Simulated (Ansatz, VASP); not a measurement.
# NdCu2 in two plane-wave programs, part 2 of 2

Wanted: the spread between two codes on one cell, functional and k mesh.

VASP 6.6.1 and Ansatz 0.2.0.

So far. Step 2 (Ansatz: single point, PBEsol, DFT+U): The run ends at a pressure of -0.48 GPa, with forces up to 0.020 eV/Å.

In doubt: warnings of the run leave room for a lower electronic state, so energies may not be the lowest and differences between runs may mislead; a part-filled 4f shell, where there is one, can sit in one of many states, so energies may not be the lowest and differences between runs may mislead; derivatives with an open 4f shell can jump between states, which bears on forces and vibrations.

### Step 3. VASP: single point, PBEsol, DFT+U

Level of this step: PBEsol, DFT+U (Cu d 6 eV, Nd f 4 eV), spin-polarised from an antiferromagnetic start; plane waves and PAW (Nd, Cu) (VASP).

The same cell, functional, mesh and smearing now go to VASP, with its own data sets and cutoff.

Lines of VASP's logs that name or quote its potential files are left out, and so is its time.

File INCAR:

```
SYSTEM = NdCu2
PREC = Accurate
ENCUT = 410
EDIFF = 1E-06
NELM = 150
ISMEAR = 1
SIGMA = 0.1
LREAL = .FALSE.
ALGO = Normal
GGA = PS
NBANDS = 57
ISPIN = 2
MAGMOM = 3 -3 0.6 -0.6 0.6 -0.6
LDAU = .TRUE.
LDAUTYPE = 2
LDAUL = 3 2
LDAUU = 4 6
LDAUJ = 0 0
LDAUPRINT = 1
LASPH = .TRUE.
LMAXMIX = 6
AMIX = 0.2
BMIX = 1E-04
AMIX_MAG = 0.8
BMIX_MAG = 1E-04
LORBIT = 11
LWAVE = .FALSE.
LCHARG = .FALSE.
KPAR = 2
```

File POSCAR:

```
NdCu2
1.0
   -2.1921500000      3.5163000000      3.7097000000
    2.1921500000     -3.5163000000      3.7097000000
    2.1921500000      3.5163000000     -3.7097000000
Nd Cu
2 4
Direct
    0.2117000000      0.4617000000      0.7500000000
    0.7883000000      0.5383000000      0.2500000000
    0.3847000000      0.8341000000      0.5506000000
    0.7835000000      0.8341000000      0.9494000000
    0.6153000000      0.1659000000      0.4494000000
    0.2165000000      0.1659000000      0.0506000000
```

File KPOINTS:

```
Automatic mesh
0
Gamma
5 5 5
0 0 0
```

The projector-augmented-wave data sets are Nd and Cu (PBE family, release 64).

On the command line:

```bash
mpirun -np 2 vasp_std
```

Numbers of over 12 decimals in the logs are rounded to 6 here.

Output:

```text
[banner, memory and clock lines left out]
running    2 mpi-ranks, on    1 nodes
 distrk:  each k-point on    1 cores,    2 groups
 distr:  one band on    1 cores,    1 groups

 POSCAR found type information on POSCAR NdCu
 POSCAR found :  2 types and       6 ions
|                                                                             |
|               ----> ADVICE to this user running VASP <----                  |
|                                                                             |
|     You enforced a specific xc type in the INCAR file but a different       |
|     [... a line on the potential file left out ...]
|     I HOPE YOU KNOW WHAT YOU ARE DOING!                                     |
|                                                                             |

 LDA part: xc-table for (Slater+PW92), standard interpolation
 POSCAR, INCAR and KPOINTS ok, starting setup
 FFT: planning ... GRIDC
 FFT: planning ... GRID_SOFT
 FFT: planning ... GRID
 WAVECAR not read
 entering main loop
       N       E                     dE             d eps       ncg     rms          rms(c)
DAV:   1     0.743015320610E+03    0.74302E+03   -0.21975E+04  7684   0.258E+03
DAV:   2     0.155733614232E+03   -0.58728E+03   -0.53676E+03  7413   0.423E+02
DAV:   3    -0.495485867185E+01   -0.16069E+03   -0.15025E+03  9362   0.249E+02
DAV:   4    -0.207057934224E+02   -0.15751E+02   -0.14948E+02 11640   0.936E+01
DAV:   5    -0.222424271604E+02   -0.15366E+01   -0.15197E+01 12312   0.249E+01    0.780E+01
DAV:   6    -0.960450765150E+02   -0.73803E+02   -0.32291E+02 10992   0.101E+02    0.165E+02
DAV:   7    -0.123643894724E+02    0.83681E+02   -0.61951E+01 10096   0.161E+02    0.618E+01
DAV:   8    -0.151834290797E+02   -0.28190E+01   -0.24614E+01 12160   0.289E+01    0.346E+01
DAV:   9    -0.194857940185E+02   -0.43024E+01   -0.15692E+01  9334   0.434E+01    0.189E+01
DAV:  10    -0.205344072832E+02   -0.10486E+01   -0.69110E+00 11882   0.235E+01    0.185E+01
DAV:  11    -0.205066080567E+02    0.27799E-01   -0.93601E-01 11635   0.154E+01    0.112E+01
DAV:  12    -0.208616019003E+02   -0.35499E+00   -0.10001E+00 11640   0.162E+01    0.491E+00
DAV:  13    -0.208991425600E+02   -0.37541E-01   -0.61667E-01 11824   0.100E+01    0.491E+00
DAV:  14    -0.209253391769E+02   -0.26197E-01   -0.13415E-01 11750   0.216E+00    0.368E+00
[...]
DAV:  58    -0.210976449167E+02   -0.84954E-05   -0.51029E-06  4380   0.538E-02    0.201E-02
DAV:  59    -0.210976534615E+02   -0.85449E-05   -0.15848E-05  6922   0.583E-02    0.222E-02
DAV:  60    -0.210976595270E+02   -0.60655E-05   -0.96089E-06  7196   0.609E-02    0.232E-02
DAV:  61    -0.210976655845E+02   -0.60575E-05   -0.26838E-05  7380   0.669E-02    0.128E-02
DAV:  62    -0.210976709000E+02   -0.53155E-05   -0.24991E-06  3543   0.369E-02    0.109E-02
DAV:  63    -0.210976737009E+02   -0.28009E-05   -0.24725E-06  3329   0.356E-02    0.944E-03
DAV:  64    -0.210976754911E+02   -0.17902E-05   -0.53390E-06  5266   0.274E-02    0.101E-02
DAV:  65    -0.210976760516E+02   -0.56052E-06   -0.88019E-07  4293   0.156E-02
   1 F= -.21097676E+02 E0= -.21096809E+02  d E =-.260173E-02  mag=     0.0000
```

From OUTCAR (step 3):

```text
ion  position               nearest neighbor table
   1  0.212  0.462  0.750-   5 3.01   6 3.01   5 3.01   6 3.01   6 3.05   5 3.05   4 3.10   3 3.10

  LATTYP: Found a body centered orthorhombic cell.
 ALAT       =     4.3843000000
 B/A-ratio  =     1.6040416942
 C/A-ratio  =     1.6922655840

 Subroutine GETGRP returns: Found  8 space group operations
 (whereof  4 operations were pure point group operations)

The static configuration has the point symmetry C_2h.
 The point group associated with its full space group is D_2h.

 Found     27 irreducible k-points:

   k-points           NKPTS =     27   k-points in BZ     NKDIM =     27   number of bands    NBANDS=     57

   dimension x,y,z NGX =    40 NGY =   40 NGZ =   40
   dimension x,y,z NGXF=    80 NGYF=   80 NGZF=   80

   ENCUT  =  410.0 eV  30.13 Ry    5.49 a.u.   9.18  9.18  9.18*2*pi/ulx,y,z

   NELECT =      72.0000    total number of electrons

 k-points in reciprocal lattice and weights: Automatic mesh
   0.00000000  0.00000000  0.00000000       0.008
   0.20000000  0.00000000  0.00000000       0.032
   0.40000000  0.00000000 -0.00000000       0.032
   0.00000000  0.20000000 -0.00000000       0.032
   0.20000000  0.20000000 -0.00000000       0.064
   0.40000000  0.20000000 -0.00000000       0.064
  -0.40000000  0.20000000  0.00000000       0.064
  -0.20000000  0.20000000 -0.00000000       0.032
   0.00000000  0.40000000 -0.00000000       0.032
[...]
0.40000000 -0.40000000  0.40000000       0.016
  -0.40000000 -0.40000000  0.40000000       0.016

atom =   1  type =  1  l = 3

 onsite density matrix

spin component  1

  0.3309  0.0000 -0.3813 -0.0170 -0.0000 -0.0247  0.0000
  0.0000  0.0050  0.0000 -0.0000 -0.0157 -0.0000 -0.0277
 -0.3813  0.0000  0.4485 -0.0143  0.0000 -0.0211 -0.0000
 -0.0170 -0.0000 -0.0143  0.7938 -0.0000 -0.0714  0.0000
 -0.0000 -0.0157  0.0000 -0.0000  0.2315 -0.0000  0.4052
 -0.0247 -0.0000 -0.0211 -0.0714 -0.0000  0.9255  0.0000
  0.0000 -0.0277 -0.0000  0.0000  0.4052  0.0000  0.7169

spin component  2

  0.0017 -0.0000 -0.0004 -0.0000 -0.0000 -0.0000  0.0000
 -0.0000  0.0027  0.0000  0.0000 -0.0000 -0.0000 -0.0000
 -0.0004  0.0000  0.0021 -0.0000 -0.0000  0.0000 -0.0000
 -0.0000  0.0000 -0.0000  0.0015 -0.0000  0.0001 -0.0000
 -0.0000 -0.0000 -0.0000 -0.0000  0.0013  0.0000  0.0000
 -0.0000 -0.0000  0.0000  0.0001  0.0000  0.0016  0.0000
  0.0000 -0.0000 -0.0000 -0.0000  0.0000  0.0000  0.0017

 occupancies and eigenvectors

  o =  0.0013  v =  0.0000  0.0000  0.0000  0.0000  0.0000  0.0000  0.0000  0.0000  0.0099  0.0000  0.0000  0.9974 -0.0000 -0.0710      0.0000  0.0000  0.0000  0.0000  0.0000  0.0000  0.0000  0.0000  0.0000  0.0000  0.0000  0.0000  0.0000  0.0000
  o =  0.0015  v =  0.0000  0.0000  0.0000  0.0000  0.0000  0.0000  0.0000  0.6215 -0.0000  0.4001  0.6419 -0.0000 -0.2041  0.0000      0.0000  0.0000  0.0000  0.0000  0.0000  0.0000  0.0000  0.0000  0.0000  0.0000  0.0000  0.0000  0.0000  0.0000
  o =  0.0015  v =  0.0000  0.0000  0.0000  0.0000  0.0000  0.0000  0.0000  0.5727 -0.0000  0.3247 -0.6221 -0.0000  0.4238 -0.0000      0.0000  0.0000  0.0000  0.0000  0.0000  0.0000  0.0000  0.0000  0.0000  0.0000  0.0000  0.0000  0.0000  0.0000
  o =  0.0017  v =  0.0000  0.0000  0.0000  0.0000  0.0000  0.0000  0.0000  0.1137  0.0000  0.0923 -0.4480 -0.0000 -0.8820  0.0000      0.0000  0.0000  0.0000  0.0000  0.0000  0.0000  0.0000  0.0000  0.0000  0.0000  0.0000  0.0000  0.0000  0.0000
  o =  0.0017  v =  0.0000  0.0000  0.0000  0.0000  0.0000  0.0000  0.0000  0.0000  0.0291 -0.0000  0.0000  0.0707  0.0000  0.9971      0.0000  0.0000  0.0000  0.0000  0.0000  0.0000  0.0000  0.0000  0.0000  0.0000  0.0000  0.0000  0.0000  0.0000
  o =  0.0019  v = -0.0000 -0.0082 -0.0000 -0.0000 -0.8701 -0.0000  0.4928  0.0000  0.0000  0.0000  0.0000  0.0000  0.0000  0.0000      0.0000  0.0000  0.0000  0.0000  0.0000  0.0000  0.0000  0.0000  0.0000  0.0000  0.0000  0.0000  0.0000  0.0000
  o =  0.0020  v = -0.7582 -0.0000 -0.6502 -0.0314  0.0000 -0.0376 -0.0000  0.0000  0.0000  0.0000  0.0000  0.0000  0.0000  0.0000      0.0000  0.0000  0.0000  0.0000  0.0000  0.0000  0.0000  0.0000  0.0000  0.0000  0.0000  0.0000  0.0000  0.0000
[...]
o =  0.9357  v = -0.3260  0.0000  0.0000  0.9454  0.0000  0.0000  0.0000  0.0000  0.0000  0.0000      0.0000  0.0000  0.0000  0.0000  0.0000  0.0000  0.0000  0.0000  0.0000  0.0000
  o =  0.9363  v =  0.0000  0.0000  0.0000  0.0000  0.0000 -0.0000 -0.2446 -0.8762 -0.0000  0.4153      0.0000  0.0000  0.0000  0.0000  0.0000  0.0000  0.0000  0.0000  0.0000  0.0000
  o =  0.9371  v =  0.0000  0.0000  0.0000  0.0000  0.0000 -0.2014 -0.0000  0.0000 -0.9795  0.0000      0.0000  0.0000  0.0000  0.0000  0.0000  0.0000  0.0000  0.0000  0.0000  0.0000
  o =  0.9372  v =  0.0000  0.0657  0.9603 -0.0000 -0.2713  0.0000  0.0000  0.0000  0.0000  0.0000      0.0000  0.0000  0.0000  0.0000  0.0000  0.0000  0.0000  0.0000  0.0000  0.0000
  o =  0.9395  v =  0.0000  0.0000  0.0000  0.0000  0.0000 -0.9795  0.0000 -0.0000  0.2014 -0.0000      0.0000  0.0000  0.0000  0.0000  0.0000  0.0000  0.0000  0.0000  0.0000  0.0000
  o =  0.9404  v =  0.0000 -0.9275  0.1590 -0.0000  0.3382  0.0000  0.0000  0.0000  0.0000  0.0000      0.0000  0.0000  0.0000  0.0000  0.0000  0.0000  0.0000  0.0000  0.0000  0.0000
  o =  0.9408  v =  0.0000  0.0000  0.0000  0.0000  0.0000  0.0000  0.8853 -0.3765 -0.0000 -0.2730      0.0000  0.0000  0.0000  0.0000  0.0000  0.0000  0.0000  0.0000  0.0000  0.0000
  o =  0.9409  v = -0.9454  0.0000 -0.0000 -0.3260  0.0000  0.0000  0.0000  0.0000  0.0000  0.0000      0.0000  0.0000  0.0000  0.0000  0.0000  0.0000  0.0000  0.0000  0.0000  0.0000

 average (electrostatic) potential at core
       1 -54.0295       2 -54.0295       3 -64.0272       4 -64.0282       5 -64.0282
       6 -64.0272

 E-fermi :   5.6240

 spin component 1
 k-point     1 :       0.0000    0.0000    0.0000
  band No.  band energies     occupation
    ...
     32       4.7540      1.00000
     33       5.0068      1.00000
     34       5.2517      1.00000
     35       5.4244      1.00809
     36       5.4654      1.02368
     37       5.7523     -0.03498
     38       6.0354     -0.00000
     39       6.0893     -0.00000
     40       6.1343     -0.00000
     41       7.4920     -0.00000
    ...

 k-point     2 :       0.2000    0.0000    0.0000
  band No.  band energies     occupation
    ...
     32       4.5012      1.00000
     33       4.7457      1.00000
     34       5.3240      1.00009
     35       5.5105      1.03405
     36       5.5719      0.88173
     37       5.9476     -0.00002
     38       6.1524     -0.00000
     39       6.2668     -0.00000
     40       6.6167     -0.00000
     41       7.2957     -0.00000
    ...

 k-point     3 :       0.4000    0.0000   -0.0000
  band No.  band energies     occupation
    ...
     31       4.4539      1.00000
     32       4.5352      1.00000
     33       4.7367      1.00000
     34       5.1935      1.00000
     35       5.5220      1.02708
     36       5.9035     -0.00028
     37       6.0286     -0.00000
     38       6.4106     -0.00000
     39       6.8447     -0.00000
     40       7.0403     -0.00000
    ...

 k-point     4 :       0.0000    0.2000   -0.0000
  band No.  band energies     occupation
    ...
     31       4.1503      1.00000
     32       4.4548      1.00000
     33       4.6909      1.00000
     34       4.9982      1.00000
     35       5.4560      1.01943
     36       5.6312      0.43964
     37       5.6777      0.11059
     38       6.0939     -0.00000
     39       6.3299     -0.00000
     40       6.8920     -0.00000
    ...

 k-point     5 :       0.2000    0.2000   -0.0000
  band No.  band energies     occupation
    ...
     32       4.5777      1.00000
     33       4.6730      1.00000
     34       4.8295      1.00000
     35       5.2208      1.00000
     36       5.5856      0.80002
     37       5.6567      0.23940
     38       6.3630     -0.00000
     39       6.5699     -0.00000
     40       6.8546     -0.00000
     41       7.3714     -0.00000
    ...

 k-point     6 :       0.4000    0.2000   -0.0000
  band No.  band energies     occupation
    ...
     32       4.4797      1.00000
     33       4.7257      1.00000
     34       4.9787      1.00000
     35       5.4344      1.01101
     36       5.5653      0.91411
     37       5.7494     -0.03533
     38       6.2342     -0.00000
     39       6.6961     -0.00000
     40       7.4260     -0.00000
     41       7.6906      0.00000
    ...

  Total       -0.4651497     -0.5878094     -0.9764927      0.0000000      0.0000000      0.0000000
  in kB       -6.5155095     -8.2336454    -13.6780639      0.0000000      0.0000000      0.0000000
  external PRESSURE =      -9.4757396 kB  Pullay stress =       0.0000000 kB

  energy-cutoff  :      410.00
  volume of cell :      114.38
      direct lattice vectors                 reciprocal lattice vectors
    -2.192150000  3.516300000  3.709700000     0.000000000  0.142194921  0.134781788
     2.192150000 -3.516300000  3.709700000     0.228086582  0.000000000  0.134781788
     2.192150000  3.516300000 -3.709700000     0.228086582  0.142194921  0.000000000

 POSITION                                       TOTAL-FORCE (eV/Angst)
 -----------------------------------------------------------------------------------
      2.19215      1.75815     -0.28416        -0.000000     -0.000007      0.063206
      0.00000      1.75815      3.99386         0.000000     -0.000007     -0.063206
      2.19215      0.35585      2.47882         0.000000      0.080084     -0.004667
      2.19215      3.16045      2.47882        -0.000000     -0.080078     -0.002372
      0.00000      3.16045      1.23088         0.000000     -0.080078      0.002372
      0.00000      0.35585      1.23088        -0.000000      0.080084      0.004667
 -----------------------------------------------------------------------------------
    total drift:                                0.000000      0.000552      0.000001

  FREE ENERGIE OF THE ION-ELECTRON SYSTEM (eV)
  ---------------------------------------------------
  free  energy   TOTEN  =       -21.0976760516 eV

  energy  without entropy=      -21.0950743200  energy(sigma->0) =      -21.09680881

 total charge
# of ion       s       p       d       f       tot
--------------------------------------------------
    1        1.997   5.438   0.427   3.458  11.321
    2        1.997   5.438   0.427   3.458  11.321
    3        0.521   0.245   9.355   0.000  10.121
    4        0.521   0.245   9.355   0.000  10.121
    5        0.521   0.245   9.355   0.000  10.121
    6        0.521   0.245   9.355   0.000  10.121
--------------------------------------------------
tot          6.080  11.855  38.273   6.917  63.125

 magnetization (x)
# of ion       s       p       d       f       tot
--------------------------------------------------
    1       -0.009  -0.117   0.050   3.434   3.358
    2        0.009   0.117  -0.050  -3.434  -3.358
    3       -0.002   0.000   0.000   0.000  -0.001
    4       -0.002   0.000   0.000   0.000  -0.001
    5        0.002  -0.000  -0.000   0.000   0.001
    6        0.002  -0.000  -0.000   0.000   0.001
--------------------------------------------------
tot          0.000   0.000   0.000   0.000   0.000

[... 5 further parts left out ...]
```

The magnetic state follows from one typed start and may not be the lowest. DFT+U on an f shell has many metastable occupations, and no search among them was made.

### Step 4. Comparison

Known differences besides the PAW data sets themselves: U acts on the PAW sphere in VASP and on atomic orbitals in Ansatz, so only states and trends compare; the data sets hold 104 valence electrons in Ansatz (default PAW (the set named soft_2) files) and 72 in VASP; the cutoff is 420 eV in Ansatz and 410 eV in VASP; Ansatz makes its cores anew for this functional, VASP keeps those of its PBE data sets; site moments are counted in spheres of each program's own size. Total energies have different zeros and are not compared.

The two programs side by side:

| quantity | Ansatz | VASP | difference |
| --- | --- | --- | --- |
| pressure (GPa) | -0.48 | -0.95 | +0.47 |
| moment on Nd1 (μB) | 3.07 | 3.36 | -0.28 |
| moment on Nd2 (μB) | -3.07 | -3.36 | +0.28 |

Forces (eV/Å; atoms numbered as in POSCAR):

| atom | Ansatz x, y, z | VASP x, y, z |
| --- | --- | --- |
| Nd1 | 0.000, 0.000, -0.012 | 0.000, 0.000, 0.063 |
| Nd2 | 0.000, 0.000, 0.012 | 0.000, 0.000, -0.063 |
| Cu3 | -0.009, -0.010, 0.014 | 0.000, 0.080, -0.005 |
| Cu4 | 0.009, 0.010, 0.014 | 0.000, -0.080, -0.002 |
| Cu5 | -0.009, 0.010, -0.014 | 0.000, -0.080, 0.002 |
| Cu6 | 0.009, -0.010, -0.014 | 0.000, 0.080, 0.005 |

The forces differ by 50 meV/Å r.m.s., which is 115.8 % of the r.m.s. force of 0.04 eV/Å (both taken over all components). Ansatz's pressure holds a Pulay correction of 0.06 GPa; VASP's holds none.

### Step 5. Results

| Item | Value |
| --- | --- |
| difference in moment on Nd1 (single point, PBEsol, DFT+U) | -0.28 μB |

**Reading.** The difference in moment on Nd1 is -0.28 μB (single point, PBEsol, DFT+U). How closely two codes agree says nothing of how well the functional describes the real material.

[Lines on the potential files, build, host, timing and source positions are cut from VASP's logs without a mark.]

[Logs are printed without paths, hosts, clocks, repeated set-up lines and the standing remarks that a program may print on its own settings, such as how far it seeks lower states.]

[Hosts, paths, dates, database ids (printed as entryN), source tags and the programs' standing remarks are cut or masked in the printed files.]
